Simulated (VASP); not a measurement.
# ReSb2 (Fm-3m) in VASP: further runs

The runs below take ReSb2 through single point, relaxation of cell and atoms, with PBE.

All numbers are computed with VASP 6.6.1; they aren't measurements. Logs are shortened: lines on timing, memory, paths and dates and some standing lists are left out, and cuts for length are marked.

### Step 1. The undisturbed crystal

Symmetry: Fm-3m, No. 225, cubic system. The conventional cell has a = 6.502 Å, b = 6.502 Å, c = 6.502 Å, α = 90.00°, β = 90.00°, γ = 90.00°. Re (site symmetry m-3m) has 8 Sb at 2.82 Å as nearest neighbours. Sb (site symmetry -43m) is surrounded by 4 Re at 2.82 Å.

The cell comes from a database or a generator and needn't be the stable form of this composition.

### Step 2. Single point, PBE (cell and atoms relaxed from a first guess)

File INCAR:

```
ALGO = Fast
EDIFF = 1E-7
ENCUT = 520
GGA = PE
ISIF = 2
ISMEAR = -1
LASPH = T
LCHARG = T
LELF = T
LREAL = F
LVHAR = T
LWAVE = F
NBANDS = 16
NELM = 100
PREC = Accurate
SIGMA = 0.05
```

File KPOINTS:

```
k-points
0
Gamma
  9 9 9
```

File POSCAR:

```
ReSb2
1.0
    0.0000000000      3.2511082968      3.2511082968
    3.2511082968      0.0000000000      3.2511082968
    3.2511082968      3.2511082968      0.0000000000
Re Sb
1 2
Direct
    0.0000000000      0.0000000000      0.0000000000
    0.2500000000      0.2500000000      0.2500000000
    0.7500000000      0.7500000000      0.7500000000
```

Potentials or basis: VASP PAW PBE potentials, release 64 (Re, Sb).

The run is started by

```bash
$ cat potpaw_PBE.64/Re/POTCAR potpaw_PBE.64/Sb/POTCAR > POTCAR
$ mpirun -np 1 vasp_std > vasp.out
```

OUTCAR:

```text
EDIFF = 1E-7
   ENCUT = 520
   GGA = PE
   ISIF = 2
   ISMEAR = -1
   LASPH = T
   LREAL = F
   NELM = 100
   PREC = Accurate

 ion  position               nearest neighbor table
   1  0.000  0.000  0.000-   3 2.82   3 2.82   3 2.82   2 2.82   3 2.82   2 2.82   2 2.82   2 2.82

   2  0.250  0.250  0.250-   1 2.82   1 2.82   1 2.82   1 2.82   3 3.25   3 3.25   3 3.25   3 3.25
                             3 3.25   3 3.25
   3  0.750  0.750  0.750-   1 2.82   1 2.82   1 2.82   1 2.82   2 3.25   2 3.25   2 3.25   2 3.25
                             2 3.25   2 3.25

  LATTYP: Found a face centered cubic cell.
 ALAT       =     6.5022165936

  Lattice vectors:

 A1 = (   0.0000000000,   3.2511082968,   3.2511082968)
 A2 = (   3.2511082968,   0.0000000000,   3.2511082968)
 A3 = (   3.2511082968,   3.2511082968,   0.0000000000)

Analysis of symmetry for initial positions (statically):
=====================================================================
 Subroutine PRICEL returns:
 Original cell was already a primitive cell.

 Routine SETGRP: Setting up the symmetry group for a
 face centered cubic supercell.

 Subroutine GETGRP returns: Found 48 space group operations
 (whereof 48 operations were pure point group operations)
 out of a pool of 48 trial point group operations.

The static configuration has the point symmetry O_h .

Analysis of symmetry for dynamics (positions and initial velocities):
=====================================================================
 Subroutine PRICEL returns:
 Original cell was already a primitive cell.

 Routine SETGRP: Setting up the symmetry group for a
 face centered cubic supercell.

 Subroutine GETGRP returns: Found 48 space group operations
 (whereof 48 operations were pure point group operations)
 out of a pool of 48 trial point group operations.

The dynamic configuration has the point symmetry O_h .

 Subroutine INISYM returns: Found 48 space group operations
 (whereof 48 operations are pure point group operations),
 and found     1 'primitive' translations

----------------------------------------------------------------------------------------

                                     Primitive cell

  volume of cell :      68.7265

  direct lattice vectors                    reciprocal lattice vectors
     0.000000000  3.251108297  3.251108297    -0.153793708  0.153793708  0.153793708
     3.251108297  0.000000000  3.251108297     0.153793708 -0.153793708  0.153793708
     3.251108297  3.251108297  0.000000000     0.153793708  0.153793708 -0.153793708

  length of vectors
     4.597761446  4.597761446  4.597761446     0.266378516  0.266378516  0.266378516

  position of ions in fractional coordinates (direct lattice)
     0.000000000  0.000000000  0.000000000
     0.250000000  0.250000000  0.250000000
     0.750000000  0.750000000  0.750000000

  ion indices of the primitive-cell ions
   primitive index   ion index
                 1           1
                 2           2
                 3           3

----------------------------------------------------------------------------------------

 KPOINTS: k-points

Automatic generation of k-mesh.
 Grid dimensions read from file:
 generate k-points for:    9    9    9

 Generating k-lattice:

  Cartesian coordinates                     Fractional coordinates (reciprocal lattice)
    -0.017088190  0.017088190  0.017088190     0.111111111  0.000000000  0.000000000
     0.017088190 -0.017088190  0.017088190     0.000000000  0.111111111  0.000000000
     0.017088190  0.017088190 -0.017088190     0.000000000  0.000000000  0.111111111

  Length of vectors
     0.029597613  0.029597613  0.029597613

  Shift w.r.t. Gamma in fractional coordinates (k-lattice)
     0.000000000  0.000000000  0.000000000

 Subroutine IBZKPT returns following result:
 ===========================================

 Found     35 irreducible k-points:

 Following reciprocal coordinates:
            Coordinates               Weight
  0.000000  0.000000  0.000000      1.000000
  0.111111  0.000000  0.000000      8.000000
  0.222222  0.000000  0.000000      8.000000
  0.333333  0.000000  0.000000      8.000000
  0.444444  0.000000  0.000000      8.000000
  0.111111  0.111111  0.000000      6.000000
[... 16 lines left out ...]
 -0.333333  0.333333  0.000000     12.000000
  0.444444  0.444444  0.000000      6.000000
 [... further k-points ...]
   k-points           NKPTS =     35   k-points in BZ     NKDIM =     35   number of bands    NBANDS=     16
   number of dos      NEDOS =    301   number of ions     NIONS =      3
   total plane-waves  NPLWV =  46656
   dimension x,y,z NGX =    36 NGY =   36 NGZ =   36
   dimension x,y,z NGXF=    72 NGYF=   72 NGZF=   72
   ions per type =               1   2
   NGX,Y,Z   is equivalent  to a cutoff of  13.02, 13.02, 13.02 a.u.
   NGXF,Y,Z  is equivalent  to a cutoff of  26.03, 26.03, 26.03 a.u.
 SYSTEM =  unknown system
   PREC   = accura    normal or accurate (medium, high low for compatibility)
   ISTART =      0    job   : 0-new  1-cont  2-samecut
   ICHARG =      2    charge: 1-file 2-atom 10-const
   ISPIN  =      1    spin polarized calculation?
   LNONCOLLINEAR =      F non collinear calculations
   LSORBIT =      F    spin-orbit coupling
   LASPH  =      T    aspherical Exc in radial PAW
   ENCUT  =  520.0 eV  38.22 Ry    6.18 a.u.   8.55  8.55  8.55*2*pi/ulx,y,z
   NELM   =    100;   NELMIN=  2; NELMDL= -5     # of ELM steps
   EDIFF  = 0.1E-06   stopping-criterion for ELM
   LREAL  =      F    real-space projection
   EDIFFG = 0.1E-05   stopping-criterion for IOM
   NSW    =      0    number of steps for IOM
   IBRION =     -1    ionic relax: 0-MD 1-quasi-New 2-CG
   NFREE  =      0    steps in history (QN), initial steepest desc. (CG)
   ISIF   =      2    stress and relaxation
   ISYM   =      2    0-nonsym 1-usesym 2-fastsym
   POTIM  = 0.5000    time-step for ionic-motion
   TEBEG  =    0.0;   TEEND  =   0.0 temperature during run
   PSTRESS=    0.0 pullay stress
   NELECT =      17.0000    total number of electrons
   NUPDOWN=      -1.0000    fix difference up-down
   EMIN   =  10.00;   EMAX   =-10.00  energy-range for DOS
   EFERMI =   0.00;   METHOD = LEGACY
   ISMEAR =    -1;   SIGMA  =   0.05  broadening in eV -4-tet -1-fermi 0-gaus
   EFERMI_NEDOS =   21; number of points for ismear=-14 and -15
   IALGO  =     68    algorithm
   IMIX   =      4    mixing-type and parameters
     AMIX     =   0.40;   BMIX     =  1.00
     AMIX_MAG =   1.60;   BMIX_MAG =  1.00
  volume/ion in A,a.u.               =      22.91       154.60
  Fermi-wavevector in a.u.,A,eV,Ry     =   1.027661  1.941997 14.368926  1.056086
  Thomas-Fermi vector in A             =   2.161617
   LORBIT       =      0    0 simple, 1 ext, 2 COOP (PROOUT), +10 PAW based schemes
   GGA     = PE    functional components
   LHFCALC =     F    Hartree Fock is set to
   AEXX    =    0.0000 exact exchange contribution
   IVDW    =     0    specifies the selected vdW correction
   LEPSILON=     F    determine dielectric tensor
   LRPA    =     F    only Hartree local field effects (RPA)
 non-spin polarized calculation
 RMM-DIIS sequential band-by-band and
  energy-cutoff  :      520.00
  volume of cell :       68.73
 maximum number of plane-waves:      1868
 NGX is ok and might be reduce to    36
   NGX = 17   NGY = 17   NGZ = 17

 number of electron      17.0000000 magnetization

 Free energy of the ion-electron system (eV)
  ---------------------------------------------------
  ext. energy  EPLUGINS =         0.00000000
  ---------------------------------------------------
  free energy    TOTEN  =       -19.36675335 eV

  energy without entropy =      -19.33463916  energy(sigma->0) =      -19.35069625

 E-fermi :   7.9467     XC(G=0): -10.8181

 val. band max:        7.9418641936   @ k =  -0.4444   0.1111   0.0000
 cond. band min:       7.9595494520   @ k =  -0.4444   0.2222   0.1111
 fundamental gap:      0.0176852584
 Fermi energy:         7.9467293303

 k-point     1 :       0.0000    0.0000    0.0000
  band No.  band energies     occupation
      1      -4.5618      2.00000
      2       2.2301      2.00000
      3       3.5479      2.00000
      4       3.5479      2.00000
      5       3.5479      2.00000
      6       7.0332      2.00000
[... 8 lines left out ...]
     15      12.1870      0.00000
     16      12.1870      0.00000

 k-point     2 :       0.1111    0.0000    0.0000
  band No.  band energies     occupation
      1      -4.4275      2.00000
      2       1.4574      2.00000
      3       3.6304      2.00000
      4       3.6304      2.00000
      5       4.4318      2.00000
      6       6.8734      2.00000
[... 8 lines left out ...]
     15      12.7759      0.00000
     16      12.9249      0.00000

 k-point     3 :       0.2222    0.0000    0.0000
  band No.  band energies     occupation
      1      -4.0346      2.00000
      2       0.3854      2.00000
      3       3.8533      2.00000
      4       3.8533      2.00000
      5       5.7351      2.00000
      6       6.5726      2.00000
[... 8 lines left out ...]
     15      13.6805      0.00000
     16      13.6805      0.00000

 k-point     4 :       0.3333    0.0000    0.0000
  band No.  band energies     occupation
      1      -3.4179      2.00000
      2      -0.6249      2.00000
      3       4.1297      2.00000
      4       4.1297      2.00000
      5       5.9023      2.00000
      6       6.4142      2.00000
[... 8 lines left out ...]
     15      14.7139      0.00000
     16      14.7139      0.00000
[... 324 lines left out ...]
 k-point    22 :      -0.4444    0.3333    0.0000
  band No.  band energies     occupation
      1      -1.9871      2.00000
      2      -1.2164      2.00000
      3       1.9468      2.00000
      4       3.8075      2.00000
      5       4.3032      2.00000
      6       6.1953      2.00000
[... 8 lines left out ...]
     15      15.5757      0.00000
     16      17.0422      0.00000

 k-point    23 :      -0.3333    0.3333    0.0000
  band No.  band energies     occupation
      1      -1.8620      2.00000
      2      -1.5492      2.00000
      3       2.2188      2.00000
      4       3.8547      2.00000
      5       4.6086      2.00000
      6       5.6723      2.00000
[... 8 lines left out ...]
     15      14.6900      0.00000
     16      16.2690      0.00000

 k-point    24 :       0.4444    0.4444    0.0000
  band No.  band energies     occupation
      1      -2.2218      2.00000
      2      -0.7054      2.00000
      3       1.5838      2.00000
      4       4.0983      2.00000
      5       4.0983      2.00000
      6       6.5510      2.00000
[... 8 lines left out ...]
     15      15.4954      0.00000
     16      16.8825      0.00000

 [... further k-points ...]

------------------------ aborting loop because EDIFF is reached ----------------------------------------

  FORCE on cell =-STRESS in cart. coord.  units (eV):
  Direction    XX          YY          ZZ          XY          YZ          ZX
  --------------------------------------------------------------------------------------
  -------------------------------------------------------------------------------------
  Total       -0.0953854     -0.0953854     -0.0953854     -0.0000000      0.0000000     -0.0000000
  in kB       -2.2236581     -2.2236581     -2.2236581     -0.0000000      0.0000000     -0.0000000
  external PRESSURE =      -2.2236581 kB  Pullay stress =       0.0000000 kB

 VOLUME and BASIS-vectors are now :
 -----------------------------------------------------------------------------
  energy-cutoff  :      520.00
  volume of cell :       68.73
      direct lattice vectors                 reciprocal lattice vectors
     0.000000000  3.251108297  3.251108297    -0.153793708  0.153793708  0.153793708
     3.251108297  0.000000000  3.251108297     0.153793708 -0.153793708  0.153793708
     3.251108297  3.251108297  0.000000000     0.153793708  0.153793708 -0.153793708

 POSITION                                       TOTAL-FORCE (eV/Angst)
 -----------------------------------------------------------------------------------
      0.00000      0.00000      0.00000         0.000000     -0.000000     -0.000000
      1.62555      1.62555      1.62555        -0.000000     -0.000000     -0.000000
      4.87666      4.87666      4.87666         0.000000      0.000000      0.000000
 -----------------------------------------------------------------------------------
    total drift:                               -0.000000      0.000000      0.000000

  FREE ENERGIE OF THE ION-ELECTRON SYSTEM (eV)
  ---------------------------------------------------
  free  energy   TOTEN  =       -19.3667533470 eV

  energy  without entropy=      -19.3346391595  energy(sigma->0) =      -19.35069625
```

Run time: 38 s. Hardware: 1 thread of AMD EPYC 9R45 (Zen 5), shared host; peak memory 0.19 GiB.

What came out:

```yaml
Free_energy: -19.3668 eV
Pressure: -0.2 GPa
Band_gap_on_the_k_mesh: none (metal or under the smearing width)
```

Levels at points of the mesh, in eV from the Fermi level:
| k point | band 6 | band 7 | band 8 | band 9 | band 10 | band 11 |
| --- | --- | --- | --- | --- | --- | --- |
| (0.00, 0.00, 0.00) | -0.91 | -0.91 | 2.00 | 2.00 | 2.00 | 3.81 |

### Step 3. Relaxation of cell and atoms, PBE (cell and atoms relaxed from a first guess)

File INCAR:

```
  ALGO = Fast
  EDIFF = 1E-6
  EDIFFG = -0.005
  ENCUT = 600
  GGA = PE
  IBRION = 2
  ISIF = 3
  ISMEAR = -1
  LASPH = T
  LCHARG = F
  LREAL = F
  LWAVE = F
  NELM = 100
  NSW = 100
  PREC = Accurate
  SIGMA = 0.05
```

KPOINTS is that of step 2.

File POSCAR:

```
ReSb2
1.0
    0.0000000000      3.2090613596      3.2090613596
    3.2090613596      0.0000000000      3.2090613596
    3.2090613596      3.2090613596      0.0000000000
Re Sb
1 2
Direct
    0.0000000000      0.0000000000      0.0000000000
    0.2500000000      0.2500000000      0.2500000000
    0.7500000000      0.7500000000      0.7500000000
```

Potentials or basis: VASP PAW PBE potentials, release 64 (Re, Sb).

The run is started by

```bash
$ cat potpaw_PBE.64/Re/POTCAR potpaw_PBE.64/Sb/POTCAR > POTCAR
$ mpirun -np 1 vasp_std > vasp.out
```

It took 81 s on 1 thread of AMD EPYC 9R45 (Zen 5), shared host; peak memory 0.21 GiB.

The run converged. Its results:

```
Free energy                            : -19.3672 eV
Relaxed volume                         : 22.86 Å³/atom
Relaxed cell                           : a = 4.595 Å, b = 4.595 Å, c = 4.595 Å, α = 60.00°, β = 60.00°, γ = 60.00°
Space group after relaxing (to 0.05 Å) : Fm-3m (No. 225)
Energy gained by relaxing              : 11.9 meV/atom
Ionic steps                            : 4
Pressure after relaxing                : 0.0 GPa
Band gap on the k mesh                 : none (metal or under the smearing width)
```

Step by step:
```
step  energy change (eV)  largest force (eV/Å)  pressure (GPa)  volume (Å³)
   1              0.0000                0.0000            4.73        66.09
   2              0.0364                0.0000           -5.56        72.52
   3             -0.0356                0.0000           -0.05        68.64
   4             -0.0356                0.0000            0.01        68.59
```

Final structure:
```cif
data_structure
_symmetry_space_group_name_H-M 'P 1'
_symmetry_Int_Tables_number 1
_cell_length_a 4.5946
_cell_length_b 4.5946
_cell_length_c 4.5946
_cell_angle_alpha 60.000
_cell_angle_beta 60.000
_cell_angle_gamma 60.000
_cell_volume 68.59
loop_
_atom_site_label
_atom_site_type_symbol
_atom_site_fract_x
_atom_site_fract_y
_atom_site_fract_z
_atom_site_occupancy
Re1 Re 0.00000 0.00000 0.00000 1
Sb1 Sb 0.25000 0.25000 0.25000 1
Sb2 Sb 0.75000 0.75000 0.75000 1
```

Levels at points of the mesh, in eV from the Fermi level:
| k point | band 6 | band 7 | band 8 | band 9 | band 10 | band 11 |
| --- | --- | --- | --- | --- | --- | --- |
| (0.00, 0.00, 0.00) | -0.92 | -0.92 | 2.00 | 2.00 | 2.00 | 3.81 |

The run has no spin-orbit coupling, so splittings on Re, Sb are missing.
